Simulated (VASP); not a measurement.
These are PBE GGA, VASP's PBE PAW potentials (set 64) (plane waves; VASP) values and carry that method's errors.

A VASP calculation is set up with these files.

### INCAR
```
SYSTEM = WSi2
PREC = Accurate; ENCUT = 300; LREAL = .FALSE.
LASPH = .TRUE.
EDIFF = 1E-6; NELM = 100; ALGO = Normal
LMAXMIX = 6
ISMEAR = 0; SIGMA = 0.05
GGA = PE
IBRION = 2; NSW = 50; ISIF = 3
EDIFFG = -0.01
LWAVE = .FALSE.; LCHARG = .FALSE.
```

File POSCAR:
```
WSi2
1
   -1.6287540000     1.6287540000     3.9729420000
    1.6287540000    -1.6287540000     3.9729420000
    1.6287540000     1.6287540000    -3.9729420000
Si W
2 1
Direct
  0.6650000000   0.6650000000   0.0000000000
  0.3350000000   0.3350000000   0.0000000000
  0.0000000000   0.0000000000   0.0000000000
```

KPOINTS:
```
Automatic mesh
0
Gamma
  14 14 14
```

POTCAR, in this order: Si W_sv (PBE.64 set). Program: vasp_std.

At this cut-off the stress carries a Pulay error, which pulls relaxed volumes low. Energy and stress use the plane-wave basis of the starting cell. Unless said otherwise, spin-orbit coupling is left out, though it shifts the bands of the heavy elements here.

**Question.** Predict the energy per atom (σ→0), volume per atom, band gap (on the k-mesh).

**Answer.** 
```json
{
  "energy per atom (σ→0)": "-8.268 eV/atom",
  "band gap (on the k-mesh)": "none (metal, semimetal or under 0.01 eV)",
  "volume_per_atom": "13.65 Å³/atom"
}
```

OSZICAR:
```
...
DAV:   3    -0.248029946774E+02    0.30229E-04   -0.44967E-05  9014   0.545E-02    0.192E-02
DAV:   4    -0.248029905204E+02    0.41570E-05   -0.11176E-05  9098   0.280E-02    0.101E-02
DAV:   5    -0.248029907914E+02   -0.27104E-06   -0.46592E-07  4262   0.546E-03
   5 F= -.24802991E+02 E0= -.24802864E+02  d E =-.257156E-03
       N       E                     dE             d eps       ncg     rms          rms(c)
DAV:   1    -0.248029926775E+02   -0.21571E-05   -0.48138E-05  8020   0.652E-02    0.626E-03
DAV:   2    -0.248029920519E+02    0.62563E-06   -0.23694E-06  7442   0.136E-02
   6 F= -.24802992E+02 E0= -.24802864E+02  d E =-.258416E-03
```

The structure is a typed WSi2 crystal. This run relaxes it. Symmetry was kept, so distortions that lower it aren't found. The run is one of a series of settings (EDIFFG = -0.01, IBRION = 2, ISIF = 3, NSW = 50 against the base run), some of them coarse on purpose.
